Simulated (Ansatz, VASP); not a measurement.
# GaN (honeycomb GaN bilayer, AB) in two plane-wave programs, part 2 of 2

Wanted: the spread between two codes on one cell, functional and k mesh. Of the first pair: The structure shown is the start of the Ansatz relaxation below; VASP solves that cell, so the two are compared at the walk's first step.

VASP 6.6.1 and Ansatz 0.2.0.

So far: The structure; Ansatz: relaxation, PBE with D3(BJ); VASP: single point, PBE with D3(BJ), start cell, pair 1.

### 4. Comparison

Known differences besides the potentials themselves: Ansatz cuts the interaction across the vacuum, VASP repeats the sheet with a dipole correction; the cutoff is 420 eV in Ansatz and 520 eV in VASP. Total energies have different zeros and are not compared.

Forces (eV/Å; atoms numbered as in POSCAR):

```
atom        Ansatz x, y, z          VASP x, y, z
  N1  0.000, 0.000, -0.017  0.000, 0.000, -0.018
  N2   0.000, 0.000, 0.084   0.000, 0.000, 0.085
 Ga3   0.000, 0.000, 0.073   0.000, 0.000, 0.073
 Ga4  0.000, 0.000, -0.140  0.000, 0.000, -0.140
```

The forces differ by 0.4 meV/Å r.m.s., which is 0.7 % of the r.m.s. force of 0.052 eV/Å (both taken over all components). With vacuum in the cell, a pressure given here is an average over mostly empty space and none of the material.

### 5. Ansatz: relaxation, PBE with D3(BJ)

This run makes the geometry at which the two programs are then compared.

The structure compared here is the end of the Ansatz relaxation.

The input, input.yaml:

```yaml
crystal:
  lattice:
    - [3.21, 0.0, 0.0]
    - [-1.605, 2.7799415461, 0.0]
    - [0.0, 0.0, 37.3999999994]
  atoms:
    - { symbol: "N", position: [0.6666666667, 0.3333333333, 0.4572192513] }
    - { symbol: Ga, position: [0.3333333333, 0.6666666667, 0.4572192513] }
    - { symbol: "N", position: [0.0, 0.0, 0.5427807487] }
    - { symbol: Ga, position: [0.6666666667, 0.3333333333, 0.5427807487] }
  periodic: [true, true, false]
kpoints:
  mp_grid: { grid: [12, 12, 1] }
hamiltonian:
  xc: pbe
  dispersion: d3bj
scf:
  occupations: { method: fermi_dirac, width: 0.05 }
  convergence: { dr2_threshold: 1.0e-09 }
relax:
  f_tol: 0.004
  max_steps: 90
  cell: {}
output:
  write_potential: true
  write_density: true
  volumetric_format: npy
```

On the command line:

```
ansatz run input.yaml --threads 4 --pin off --max-ram 8192MiB --backend cpu --events-out ev --progress --plain --runs-dir out
```

Numbers of over 12 decimals in the logs are rounded to 6 here.

The program printed:

```text
[...]
Crystal: 4 atoms, lattice volume = 333.743 Å³
Basis set: ecut = 420 eV, 6629 PW (Γ), exchange–correlation on 48×48×500 points (8 copies of the dense FFT grid, shifted against one another)
Bands: 22, of which v1, the nominal top of the filled ones, is band 18 counted from 1 (17 counted from 0)
Symmetry: 6 space group operations
[...]
--- Relaxed structure (7 steps of the walk, 5 accepted, 1 SCFs on fresh bases) ---
[...]
cell:  # Å, volume = 334.0628 Å³
    - [3.211537, 0.0, 0]
    - [-1.605768, 2.781273, 0]
    - [0, 0, 37.3999999994]
  atoms:
    - { symbol: N, position: [0.666667, 0.333333, 0.458948] }
    - { symbol: Ga, position: [0.333333, 0.666667, 0.459299] }
    - { symbol: N, position: [-2.523582936770754e-17, -1.8503717076008893e-17, 0.541371] }
    - { symbol: Ga, position: [0.666667, 0.333333, 0.540382] }
[key lines of the parts left out:]
SCF converged after 6 iterations
Free energy (F): -8335.005334 eV
Fermi energy:    -4.291124 eV
P = ½ c Tr σ = 0.0058 N/m
```

### 6. VASP: single point, PBE with D3(BJ), relaxed cell, pair 2

The same cell, functional, mesh and smearing now go to VASP, with its own data sets.

The input, INCAR:

```
SYSTEM = GaN
PREC = Accurate
ENCUT = 520
EDIFF = 1E-06
NELM = 120
ISMEAR = -1
SIGMA = 0.05
LREAL = .FALSE.
ALGO = Normal
GGA = PE
IVDW = 12
NBANDS = 24
LORBIT = 11
LWAVE = .FALSE.
LCHARG = .FALSE.
ISIF = 2
LDIPOL = .TRUE.
IDIPOL = 3
DIPOL = 0.5 0.5 0.5
LVHAR = .TRUE.
LASPH = .TRUE.
GGA_COMPAT = .FALSE.
EFERMI = MIDGAP
NELMDL = -8
```

The input, POSCAR:

```
GaN
1.0
    3.2115369061      0.0000000000      0.0000000000
   -1.6057684530      2.7812725459      0.0000000000
    0.0000000000      0.0000000000     37.3999999994
N Ga
2 2
Direct
    0.6666666667      0.3333333333      0.4589475837
    0.0000000000      1.0000000000      0.5413706486
    0.3333333334      0.6666666666      0.4592994630
    0.6666666667      0.3333333333      0.5403823047
```

The input, KPOINTS:

```
Automatic mesh
0
Gamma
12 12 1
0 0 0
```

Potentials, in the order of the species: N and Ga_d (PBE family, release 64).

On the command line:

```
mpirun -np 1 vasp_std
```

The program printed:

```text
[... set-up lines as in an earlier step ...]
 entering main loop
       N       E                     dE             d eps       ncg     rms          rms(c)
DAV:   1     0.258524297131E+03    0.25852E+03   -0.16236E+04  1072   0.132E+03
DAV:   2     0.200428464381E+02   -0.23848E+03   -0.22967E+03  1232   0.295E+02
DAV:   3    -0.258955102278E+02   -0.45938E+02   -0.45457E+02  1120   0.125E+02
DAV:   4    -0.282473385728E+02   -0.23518E+01   -0.23449E+01  1360   0.352E+01
[...]
DAV:  25    -0.229350952940E+02   -0.52117E-05   -0.13577E-07   864   0.340E-03    0.566E-04
DAV:  26    -0.229350991384E+02   -0.38444E-05   -0.10374E-07   736   0.154E-03    0.278E-04
DAV:  27    -0.229351000273E+02   -0.88895E-06   -0.15819E-08   888   0.126E-03
   1 F= -.23500691E+02 E0= -.23500691E+02  d E =-.345992E-08
```

From OUTCAR (step 6):

```text
 Edisp (eV)   -0.56559

  Total      -0.10910    -0.10910    -0.02253    -0.00000     0.00000    -0.00000
  in kB      -0.52326    -0.52326    -0.10803    -0.00000     0.00000    -0.00000
  external pressure =       -0.38 kB  Pullay stress =        0.00 kB

 POSITION                                       TOTAL-FORCE (eV/Angst)
 -----------------------------------------------------------------------------------
      1.60577      0.92709     17.16464         0.000000     -0.000000     -0.000980
      0.00000      0.00000     20.24726         0.000000      0.000000     -0.000510
      0.00000      1.85418     17.17780        -0.000000      0.000000     -0.000979
      1.60577      0.92709     20.21030        -0.000000     -0.000000      0.002469
 -----------------------------------------------------------------------------------
    total drift:                                0.000012     -0.000006      0.000131

  FREE ENERGIE OF THE ION-ELECTRON SYSTEM (eV)
  ---------------------------------------------------
  free  energy   TOTEN  =       -23.5006908567 eV

  energy  without entropy=      -23.5006908533  energy(sigma->0) =      -23.50069086

[... 1 part as in an earlier step ...]

[... 2 further parts left out ...]
[key lines of the parts left out:]
E-fermi :  -2.8738
```

### 7. Differences

Compared:

```
              quantity  Ansatz   VASP  difference
gap on the k mesh (eV)   1.682  1.683       0.000
```

At this near-relaxed geometry the largest component of a force difference is 3 meV/Å. A gap on the mesh is an upper bound, since the band edges may lie between its points. With vacuum in the cell, a pressure given here is an average over mostly empty space and none of the material.

### 8. Summary of results

```yaml
r_m_s_force_difference_single_point_pbe_with_d3_bj_start_cell_pair_1: 0.39 meV/Å
difference_in_gap_on_the_k_mesh_single_point_pbe_with_d3_bj_relaxed_cell_pair_2: -4.6e-4 eV
```

The r.m.s. force difference is 0.39 meV/Å (single point, PBE with D3(BJ), start cell, pair 1), within the 12 meV/Å picked in this series as the mark of a large difference. How closely two codes agree says nothing of how well the functional describes the real material.

[Lines on the potential files, build, host, timing and source positions are cut from VASP's logs without a mark.]

[Logs are printed without paths, hosts, clocks, repeated set-up lines and the standing remarks that a program may print on its own settings, such as how far it seeks lower states.]

[Hosts, paths, dates, database ids (printed as entryN), source tags and the programs' standing remarks are cut or masked in the printed files.]
